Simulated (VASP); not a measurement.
Method: revPBE GGA, VASP's PBE PAW potentials (set 64) (plane waves; VASP 6.6.1).

VASP ran on this input.

### KPOINTS
```
Automatic mesh
0
Gamma
11 11 9
0 0 0
```

**POSCAR**
```
HfB2
1
    1.6074838579    -2.7842439537     0.0000000000
    1.6074838579     2.7842439537     0.0000000000
    0.0000000000     0.0000000000     3.5744791103
Hf B
1 2
Direct
  1.0000000000   0.0000000000   1.0000000000
  0.3333330000   0.6666670000   0.5000000000
  0.6666670000   0.3333330000   0.5000000000
```

**INCAR**
```
! general
SYSTEM =HfB2
PREC   =Accurate
ENCUT  =520
LREAL  =.FALSE.
LASPH  =.TRUE.

! electronic loop
EDIFF  =1E-7
NELM   =100
ALGO   =Normal
LMAXMIX=6

! smearing
ISMEAR =1
SIGMA  =0.1

! functional
GGA    =RE

! ions
IBRION =2
NSW    =30
ISIF   =4
EDIFFG =-0.01

! output
LWAVE  =.FALSE.
LCHARG =.FALSE.
```

POTCAR, in this order: Hf_pv B (PBE.64 set). Program: vasp_std.

What VASP printed:

**OSZICAR**
```
       N       E                     dE             d eps       ncg     rms          rms(c)
DAV:   1     0.280826669438E+02    0.28083E+02   -0.84293E+03  1920   0.126E+03
DAV:   2    -0.258522011535E+02   -0.53935E+02   -0.50596E+02  2340   0.232E+02
DAV:   3    -0.276786530128E+02   -0.18265E+01   -0.18031E+01  2560   0.329E+01
DAV:   4    -0.276944604229E+02   -0.15807E-01   -0.15795E-01  2344   0.333E+00
DAV:   5    -0.276946554903E+02   -0.19507E-03   -0.19502E-03  2532   0.290E-01    0.463E+01
DAV:   6    -0.255602935591E+02    0.21344E+01   -0.50758E+00  2328   0.142E+01    0.344E+01
DAV:   7    -0.255147390127E+02    0.45555E-01   -0.14805E+00  2456   0.820E+00    0.115E+01
DAV:   8    -0.254648135867E+02    0.49925E-01   -0.38186E-01  2312   0.420E+00    0.150E+00
DAV:   9    -0.254609141734E+02    0.38994E-02   -0.29646E-02  2308   0.128E+00    0.239E-01
DAV:  10    -0.254608662698E+02    0.47904E-04   -0.96375E-04  2332   0.253E-01    0.322E-01
DAV:  11    -0.254608722849E+02   -0.60151E-05   -0.11066E-04  2368   0.841E-02    0.175E-01
DAV:  12    -0.254608676358E+02    0.46491E-05   -0.13510E-05  2368   0.310E-02    0.148E-02
DAV:  13    -0.254608677537E+02   -0.11792E-06   -0.55568E-07  2364   0.737E-03    0.509E-03
DAV:  14    -0.254608677670E+02   -0.13262E-07   -0.10713E-08  1380   0.930E-04
   1 F= -.25460868E+02 E0= -.25460873E+02  d E =-.254609E+02
       N       E                     dE             d eps       ncg     rms          rms(c)
DAV:   1    -0.254614119022E+02   -0.54415E-03   -0.26717E-02  2052   0.141E+00    0.181E-01
DAV:   2    -0.254612113059E+02    0.20060E-03   -0.35077E-04  2380   0.165E-01    0.753E-02
DAV:   3    -0.254611232513E+02    0.88055E-04   -0.86265E-05  2396   0.741E-02    0.233E-02
DAV:   4    -0.254611179572E+02    0.52941E-05   -0.11465E-05  2668   0.278E-02    0.151E-02
DAV:   5    -0.254611179295E+02    0.27693E-07   -0.45688E-07  2268   0.540E-03
   2 F= -.25461118E+02 E0= -.25461098E+02  d E =-.250163E-03
```

File OUTCAR:
```
------------------------ aborting loop because EDIFF is reached ----------------------------------------
  FORCE on cell =-STRESS in cart. coord.  units (eV):
  Direction    XX          YY          ZZ          XY          YZ          ZX
  --------------------------------------------------------------------------------------
  Total       -2.5214774     -2.5214778     -2.5269034      0.0000000      0.0000000      0.0000000
  in kB     -126.2609357   -126.2609556   -126.5326347      0.0000000      0.0000000      0.0000000
  external PRESSURE =    -126.3515087 kB  Pullay stress =       0.0000000 kB
  volume of cell :       32.00
      direct lattice vectors                 reciprocal lattice vectors
     1.605612221 -2.781002162  0.000000000     0.311407695 -0.179791302 -0.000000000
     1.605612221  2.781002162  0.000000000     0.311407695  0.179791302 -0.000000000
     0.000000000  0.000000000  3.582817423    -0.000000000  0.000000000  0.279109952
 POSITION                                       TOTAL-FORCE (eV/Angst)
 -----------------------------------------------------------------------------------
      3.21122      0.00000      0.00000        -0.000000     -0.000000     -0.000000
      1.60561      0.92700      1.79141         0.000000      0.000000     -0.000000
      1.60561     -0.92700      1.79141        -0.000000     -0.000000      0.000000
 -----------------------------------------------------------------------------------
    total drift:                               -0.000000     -0.000000     -0.000000
  FREE ENERGIE OF THE ION-ELECTRON SYSTEM (eV)
  ---------------------------------------------------
  free  energy   TOTEN  =       -25.4611179295 eV

  energy  without entropy=      -25.4610572091  energy(sigma->0) =      -25.46109769

 reached required accuracy - stopping structural energy minimisation
```
(Selected blocks of OUTCAR.)

CONTCAR:
```
HfB2
   1.00000000000000
     1.6056122205992946   -2.7810021624228414    0.0000000000000000
     1.6056122205992946    2.7810021624228414    0.0000000000000000
     0.0000000000000000    0.0000000000000000    3.5828174231580041
  Hf              B
     1     2
Direct
     1.0000000000000000    1.0000000000000000    0.0000000000000000
     0.3333330000000032    0.6666669999999968    0.5000000000000000
     0.6666669999999968    0.3333330000000032    0.5000000000000000
```

OUTCAR:
```
 val. band max:        7.0253187198   @ k =   0.0909   0.0909   0.3333

 cond. band min:       7.1383765455   @ k =   0.2727   0.1818   0.0000


 Fermi energy:         7.1141635772

 k-point     1 :       0.0000    0.0000    0.0000
  band No.  band energies     occupation
      1     -23.7394      2.00000
      2     -23.3163      2.00000
      3     -23.3163      2.00000
      4      -6.1961      2.00000
      5       4.3174      2.00000
      6       4.3224      2.00000
      7       4.4788      2.00000
      8       4.4788      2.00000
      9      10.8588      0.00000
     10      10.8588      0.00000
     11      11.4182      0.00000
     12      11.4183      0.00000

 k-point     2 :       0.0909    0.0000    0.0000
  band No.  band energies     occupation
      1     -23.7316      2.00000
      2     -23.3657      2.00000
      3     -23.3274      2.00000
      4      -6.0304      2.00000
      5       3.9679      2.00000
      6       4.2010      2.00000
      7       4.4543      2.00000
      8       4.4885      2.00000
      9      10.3366      0.00000
     10      10.7470      0.00000
     11      10.8081      0.00000
     12      11.0487      0.00000

 k-point     3 :       0.1818    0.0000    0.0000
  band No.  band energies     occupation
      1     -23.7104      2.00000
      2     -23.4959      2.00000
      3     -23.3571      2.00000
      4      -5.5506      2.00000
      5       2.7982      2.00000
      6       3.9180      2.00000
      7       4.3567      2.00000
      8       4.8758      2.00000
      9       9.2646      0.00000
     10      10.4664      0.00000
     11      10.5978      0.00000
     12      11.1242      0.00000

 k-point     4 :       0.2727    0.0000    0.0000
  band No.  band energies     occupation
      1     -23.6825      2.00000
      2     -23.6617      2.00000
      3     -23.3957      2.00000
      4      -4.8000      2.00000
      5       1.4113      2.00000
      6       3.6174      2.00000
...
```

Unless said otherwise, spin-orbit coupling is left out, though it shifts the bands of the heavy elements here.

The compound is HfB2 in the AlB2 type structure. This cell is one point of a volume scan, at 1.06 of the reference volume. Symmetry was kept, so distortions that lower it aren't found.
